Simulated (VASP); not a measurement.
VASP runs on Sr2Si (space group Pn-3m) share one base input (PBE GGA, plane waves, VASP's PBE PAW potentials (set 64)) and change the settings named in each case.

### KPOINTS
```
kpoints
0
G
  3 3 3
0 0 0
```

INCAR:
```
! general
SYSTEM  = Sr2Si
PREC    = Accurate
ENCUT   = 300
LREAL   = .FALSE.
LASPH   = .TRUE.

! electronic loop
EDIFF   = 1E-6
NELM    = 100
ALGO    = Normal
LMAXMIX = 4

! smearing
ISMEAR  = -1
SIGMA   = 0.136

! functional
GGA     = PE

! ions
ISIF    = 2

! output
LWAVE   = .FALSE.
LCHARG  = .FALSE.
```

File POSCAR:
```
Sr2Si
14.5350620
  0.5000000000   0.0000000000   0.0000000000
  0.0000000000   0.5000000000   0.0000000000
  0.0000000000   0.0000000000   0.5000000000
Sr Si
4 2
direct
  0.7500000000   0.7500000000   0.7500000000
  0.7500000000   0.2500000000   0.2500000000
  0.2500000000   0.7500000000   0.2500000000
  0.2500000000   0.2500000000   0.7500000000
  0.0000000000   0.0000000000   0.0000000000
  0.5000000000   0.5000000000   0.5000000000
```

POTCAR, in this order: Sr_sv Si (PBE.64 set). Program: vasp_std.

| change | E(σ→0) (eV/atom) | pressure (GPa) | −TS (eV) |
|---|---|---|---|
| base run | -2.5376 | -2.12 | -0.3352 |
| GGA = PS | -2.7084 | … | … |
| GGA_COMPAT = .FALSE., LNONCOLLINEAR = .TRUE., LSORBIT = .TRUE., MAGMOM = 0.0 0.0 0.0 0.0 0.0 0.0 0.0 0.0 0.0 0.0 0.0 0.0 0.0 0.0 0.0 0.0 0.0 0.0, program vasp_ncl | -2.5956 | -2.12 | -0.3351 |
| KPOINTS 2×2×2 Γ-centred mesh | -2.5333 | … | … |

Problem. Fill in the missing entries.

Solution. 
- GGA = PS, pressure (GPa): -2.51
- GGA = PS, −TS (eV): -0.3343
- KPOINTS 2×2×2 Γ-centred mesh, pressure (GPa): -2.14
- KPOINTS 2×2×2 Γ-centred mesh, −TS (eV): -0.3399

Energies of different potentials or functionals have different zeros.  At 300 eV the pressure can carry a Pulay error.

Left out are runs that ran out of time, are held back, or changed the cell or the kind of run, fixed moments of cells without a moment, rows past the twelfth, gaps on odd meshes, pressures of charged cells and columns that move by less than the noise.

The structure was generated: Sr2Si was put into an ordered model structure, which need not be its known phase. The cell was not relaxed at this level, its lattice was scaled by up to 2.5 %.
